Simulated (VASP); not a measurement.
# Cs2Na6TlBi (Fm-3m) in VASP: single point with r2SCAN

Aim: the single point of Cs2Na6TlBi with r2SCAN.

Everything below comes from runs of VASP 6.6.1. Logs are shortened: lines on timing, memory, paths and dates and some standing lists are left out, and cuts for length are marked.

### 1 Starting point

Symmetry: Fm-3m, No. 225, cubic system. The conventional cell has a = 10.516 Å, b = 10.516 Å, c = 10.516 Å, α = 90.00°, β = 90.00°, γ = 90.00°. Tl (site symmetry m-3m) is surrounded by 6 Na at 2.84 Å. Around Cs (site symmetry -43m) lie 12 Na at 3.72 Å. Around Na (site symmetry 4mm) lie 1 Bi at 2.42 Å. Around Bi (site symmetry m-3m) lie 6 Na at 2.42 Å.

The cell was built by a generator and needn't be a form met in nature.

### 2 Single point, r2SCAN

POSCAR reads:

```
Cs2Na6TlBi
1.0
    0.0000000000      5.2581510000      5.2581510000
    5.2581510000      0.0000000000      5.2581510000
    5.2581510000      5.2581510000      0.0000000000
Tl Cs Na Bi
1 2 6 1
Direct
    0.5000000000      0.5000000000      0.5000000000
    0.2500000000      0.2500000000      0.2500000000
    0.7500000000      0.7500000000      0.7500000000
    0.7700000000      0.2300000000      0.2300000000
    0.2300000000      0.7700000000      0.2300000000
    0.2300000000      0.7700000000      0.7700000000
    0.7700000000      0.2300000000      0.7700000000
    0.2300000000      0.2300000000      0.7700000000
    0.7700000000      0.7700000000      0.2300000000
    0.0000000000      0.0000000000      0.0000000000
```

INCAR.step1 reads:

```
PREC = Accurate ; ENCUT = 520
ISMEAR = -5 ; SIGMA = 0.1
LREAL = False ; LASPH = True
NELM = 80 ; NBANDS = 55
GGA = PE ; ALGO = Normal
EDIFF = 1E-4 ; LWAVE = True
LCHARG = False
```

INCAR.step2 reads:

```
PREC = Accurate ; ENCUT = 520
EDIFF = 1E-6 ; ISMEAR = -1
SIGMA = 0.1 ; LREAL = False
LASPH = True ; NELM = 80
ALGO = Normal ; ISIF = 2
LWAVE = False ; LCHARG = False
METAGGA = R2SCAN ; LMIXTAU = True
LORBIT = 10 ; NBANDS = 55
ISTART = 1
```

KPOINTS reads:

```
regular mesh
0
Gamma
  6 6 6
```

Potentials or basis: VASP PAW PBE potentials, release 64 (Tl_d, Cs_sv, Na_pv, Bi_d).

Command:

```bash
$ cat potpaw_PBE.64/Tl_d/POTCAR potpaw_PBE.64/Cs_sv/POTCAR potpaw_PBE.64/Na_pv/POTCAR potpaw_PBE.64/Bi_d/POTCAR > POTCAR
$ cp INCAR.step1 INCAR
$ mpirun -np 1 vasp_std > vasp.out
$ cp INCAR.step2 INCAR
$ mpirun -np 1 vasp_std > vasp.out
```

OUTCAR:

```text
PREC = Accurate
   ENCUT = 520
   EDIFF = 1E-6
   ISMEAR = -1
   LREAL = False
   LASPH = True
   NELM = 80
   ISIF = 2
   METAGGA = R2SCAN
   LORBIT = 10
   ISTART = 1

 ion  position               nearest neighbor table
   1  0.500  0.500  0.500-   4 2.84   5 2.84   6 2.84   7 2.84   8 2.84   9 2.84
   2  0.250  0.250  0.250-
   3  0.750  0.750  0.750-
   4  0.770  0.230  0.230-  10 2.42   1 2.84
   5  0.230  0.770  0.230-  10 2.42   1 2.84
   6  0.230  0.770  0.770-  10 2.42   1 2.84
   7  0.770  0.230  0.770-  10 2.42   1 2.84
   8  0.230  0.230  0.770-  10 2.42   1 2.84
   9  0.770  0.770  0.230-  10 2.42   1 2.84
  10  0.000  0.000  0.000-   4 2.42   5 2.42   6 2.42   7 2.42   8 2.42   9 2.42

  LATTYP: Found a face centered cubic cell.
 ALAT       =    10.5163020000

  Lattice vectors:

 A1 = (   0.0000000000,   5.2581510000,   5.2581510000)
 A2 = (   5.2581510000,   0.0000000000,   5.2581510000)
 A3 = (   5.2581510000,   5.2581510000,   0.0000000000)

Analysis of symmetry for initial positions (statically):
=====================================================================
 Subroutine PRICEL returns:
 Original cell was already a primitive cell.

 Routine SETGRP: Setting up the symmetry group for a
 face centered cubic supercell.

 Subroutine GETGRP returns: Found 48 space group operations
 (whereof 48 operations were pure point group operations)
 out of a pool of 48 trial point group operations.

The static configuration has the point symmetry O_h .

Analysis of symmetry for dynamics (positions and initial velocities):
=====================================================================
 Subroutine PRICEL returns:
 Original cell was already a primitive cell.

 Routine SETGRP: Setting up the symmetry group for a
 face centered cubic supercell.

 Subroutine GETGRP returns: Found 48 space group operations
 (whereof 48 operations were pure point group operations)
 out of a pool of 48 trial point group operations.

The dynamic configuration has the point symmetry O_h .

 Subroutine INISYM returns: Found 48 space group operations
 (whereof 48 operations are pure point group operations),
[... 117 lines left out ...]
   EFERMI =   0.00;   METHOD = LEGACY
   ISMEAR =    -1;   SIGMA  =   0.10  broadening in eV -4-tet -1-fermi 0-gaus
   EFERMI_NEDOS =   21; number of points for ismear=-14 and -15
   IALGO  =     38    algorithm
   IMIX   =      4    mixing-type and parameters
     AMIX     =   0.40;   BMIX     =  1.00
     AMIX_MAG =   1.60;   BMIX_MAG =  1.00
  volume/ion in A,a.u.               =      29.08       196.21
  Fermi-wavevector in a.u.,A,eV,Ry     =   1.099156  2.077104 16.437796  1.208144
  Thomas-Fermi vector in A             =   2.235546
   LORBIT       =     10    0 simple, 1 ext, 2 COOP (PROOUT), +10 PAW based schemes
   METAGGA = R2SCAN    functional components
   LHFCALC =     F    Hartree Fock is set to
   AEXX    =    0.0000 exact exchange contribution
   IVDW    =     0    specifies the selected vdW correction
   LEPSILON=     F    determine dielectric tensor
   LRPA    =     F    only Hartree local field effects (RPA)
 non-spin polarized calculation
  energy-cutoff  :      520.00
  volume of cell :      290.76
 maximum number of plane-waves:      7880
   NGX = 27   NGY = 27   NGZ = 27

 number of electron      88.0000005 magnetization

 Free energy of the ion-electron system (eV)
  ---------------------------------------------------
  ext. energy  EPLUGINS =         0.00000000
  ---------------------------------------------------
  free energy    TOTEN  =      -178.66818266 eV

  energy without entropy =     -178.63797114  energy(sigma->0) =     -178.65307690

 E-fermi :   3.6705     XC(G=0):  -8.7563

 val. band max:        3.5960017146   @ k =   0.5000   0.5000   0.0000
 cond. band min:       3.9059345898   @ k =   0.3333   0.3333   0.0000
 fundamental gap:      0.3099328752
 Fermi energy:         3.6705005191

 k-point     1 :       0.0000    0.0000    0.0000
  band No.  band energies     occupation
      1     -22.4009      2.00000
      2     -22.4009      2.00000
      3     -22.3539      2.00000
      4     -22.2696      2.00000
      5     -22.2696      2.00000
      6     -22.2694      2.00000
[... 917 lines left out ...]
     54       6.9916      0.00000
     55       7.1536      0.00000

------------------------ aborting loop because EDIFF is reached ----------------------------------------

  FORCE on cell =-STRESS in cart. coord.  units (eV):
  Direction    XX          YY          ZZ          XY          YZ          ZX
  --------------------------------------------------------------------------------------
  -------------------------------------------------------------------------------------
  Total       25.3073335     25.3073335     25.3073335      0.0000000      0.0000000     -0.0000000
  in kB      139.4529846    139.4529846    139.4529846      0.0000000      0.0000000     -0.0000000
  external PRESSURE =     139.4529846 kB  Pullay stress =       0.0000000 kB

 VOLUME and BASIS-vectors are now :
 -----------------------------------------------------------------------------
  energy-cutoff  :      520.00
  volume of cell :      290.76
      direct lattice vectors                 reciprocal lattice vectors
     0.000000000  5.258151000  5.258151000    -0.095090461  0.095090461  0.095090461
     5.258151000  0.000000000  5.258151000     0.095090461 -0.095090461  0.095090461
     5.258151000  5.258151000  0.000000000     0.095090461  0.095090461 -0.095090461

 POSITION                                       TOTAL-FORCE (eV/Angst)
 -----------------------------------------------------------------------------------
      5.25815      5.25815      5.25815        -0.000000     -0.000000      0.000000
      2.62908      2.62908      2.62908         0.000000      0.000000      0.000000
      7.88723      7.88723      7.88723         0.000000     -0.000000      0.000000
      2.41875      5.25815      5.25815         3.282093     -0.000000      0.000000
      5.25815      2.41875      5.25815        -0.000000      3.282093      0.000000
      8.09755      5.25815      5.25815        -3.282093     -0.000000      0.000000
      5.25815      8.09755      5.25815        -0.000000     -3.282093      0.000000
      5.25815      5.25815      2.41875        -0.000000     -0.000000      3.282093
      5.25815      5.25815      8.09755        -0.000000     -0.000000     -3.282093
      0.00000      0.00000      0.00000        -0.000000     -0.000000     -0.000000
 -----------------------------------------------------------------------------------
    total drift:                                0.000000      0.000000      0.000000

  FREE ENERGIE OF THE ION-ELECTRON SYSTEM (eV)
  ---------------------------------------------------
  free  energy   TOTEN  =      -178.6681826567 eV

  energy  without entropy=     -178.6379711387  energy(sigma->0) =     -178.65307690

 total charge

# of ion       s       p       d       tot
------------------------------------------
    1        1.066   0.759   9.546  11.371
    2        1.870   4.674   0.062   6.607
    3        1.870   4.674   0.062   6.607
    4        0.143   6.025   0.000   6.169
    5        0.143   6.025   0.000   6.169
    6        0.143   6.025   0.000   6.169
    7        0.143   6.025   0.000   6.169
    8        0.143   6.025   0.000   6.169
    9        0.143   6.025   0.000   6.169
   10        1.448   2.119   9.858  13.425
--------------------------------------------------
tot          7.115  48.379  19.528  75.023
```

OUTCAR.step1:

```text
PREC = Accurate
   ENCUT = 520
   ISMEAR = -5
   LREAL = False
   LASPH = True
   NELM = 80
[... 1171 lines left out ...]
      5.25815      5.25815      2.41875         0.000000      0.000000      3.222617
      5.25815      5.25815      8.09755         0.000000      0.000000     -3.222617
      0.00000      0.00000      0.00000         0.000000      0.000000      0.000000
 -----------------------------------------------------------------------------------
    total drift:                                0.000000      0.000000      0.000000

  FREE ENERGIE OF THE ION-ELECTRON SYSTEM (eV)
  ---------------------------------------------------
  free  energy   TOTEN  =       -10.3113639730 eV

  energy  without entropy=      -10.3113639730  energy(sigma->0) =      -10.31136397
```

OSZICAR.step1:

```text
N       E                     dE             d eps       ncg     rms          rms(c)
DAV:   1     0.970361015680E+03    0.97036E+03   -0.43525E+04  1760   0.170E+03
DAV:   2     0.105202555758E+03   -0.86516E+03   -0.84327E+03  1816   0.479E+02
DAV:   3    -0.616904464721E+01   -0.11137E+03   -0.10980E+03  2037   0.180E+02
DAV:   4    -0.123725159912E+02   -0.62035E+01   -0.61711E+01  2000   0.385E+01
DAV:   5    -0.125587006634E+02   -0.18618E+00   -0.18611E+00  2405   0.707E+00    0.552E+00
DAV:   6    -0.106996864905E+02    0.18590E+01   -0.22315E+00  2467   0.161E+01    0.263E+00
DAV:   7    -0.103067305349E+02    0.39296E+00   -0.17436E+00  2419   0.633E+00    0.858E-01
DAV:   8    -0.103147167419E+02   -0.79862E-02   -0.26310E-01  2077   0.333E+00    0.448E-01
DAV:   9    -0.103127339948E+02    0.19827E-02   -0.44888E-02  2259   0.111E+00    0.245E-01
DAV:  10    -0.103113468928E+02    0.13871E-02   -0.16222E-02  1967   0.579E-01    0.784E-02
DAV:  11    -0.103113639730E+02   -0.17080E-04   -0.74905E-04  1850   0.154E-01
   1 F= -.10311364E+02 E0= -.10311364E+02  d E =0.000000E+00
```

Run time: 11 min. Hardware: 1 thread of Intel Xeon Platinum 8559C (Emerald Rapids), shared host; peak memory 0.59 GiB.

What came out:

* Free energy: -178.6682 eV
* Pressure: 13.9 GPa
* Largest force: 3.282 eV/Å
* Band gap on the k mesh: none (metal or under the smearing width)
* Valence electrons inside the program's atomic spheres: Tl 11.37; Cs 6.61; Na 6.17; Bi 13.43

Forces in eV/Å, atoms in the order of the input:
```
Tl   0.000  0.000  0.000
Cs   0.000  0.000  0.000
Cs   0.000  0.000  0.000
Na   3.282  0.000  0.000
Na   0.000  3.282  0.000
Na  -3.282  0.000  0.000
Na   0.000 -3.282  0.000
Na   0.000  0.000  3.282
Na   0.000  0.000 -3.282
Bi   0.000  0.000  0.000
```

Levels at points of the mesh, in eV from the Fermi level:
```csv
k point,band 42,band 43,band 44,band 45,band 46,band 47
"(0.00, 0.00, 0.00)",-0.48,-0.27,-0.27,-0.27,0.62,0.62
"(0.50, 0.00, 0.00)",-1.38,-0.67,-0.67,1.47,1.47,1.59
"(0.50, 0.50, 0.00)",-0.44,-0.32,-0.32,-0.07,1.04,1.12
```

Caveat: the PAW data sets were made with another functional, which shifts forces and pressure a little; spin-orbit coupling is left out, which moves the levels of the heavy elements.
